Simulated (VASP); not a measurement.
Input:

```xyz
2
Lattice="0.0000 3.1584 3.1584 3.1584 0.0000 3.1584 3.1584 3.1584 0.0000" Properties=species:S:1:pos:R:3 pbc="T T T"
Cu     0.0000     0.0000     0.0000
I      1.5792     1.5792     1.5792
```

Computed with RPBE GGA, VASP's PBE PAW potentials (set 64) (plane waves; VASP). Run with 520 eV cut-off, 7×7×7 Γ-centred mesh, Gaussian smearing of 0.050 eV, potentials Cu I.

Unless said otherwise, spin-orbit coupling is left out, though it shifts the bands of the heavy elements here.

Problem. Estimate the energy per atom (σ→0), pressure, band gap (on the k-mesh) with the smallest direct gap where there is one.

Solution. 
The band gap (on the k-mesh) is 0.99 eV, the smallest direct gap (on the k-mesh) is 0.99 eV and the energy per atom (σ→0) comes out as -2.423 eV/atom. The pressure is -1.53 GPa.

The compound is CuI in the zinc blende structure. This cell is one point of a volume scan, at 1.06 of the reference volume.
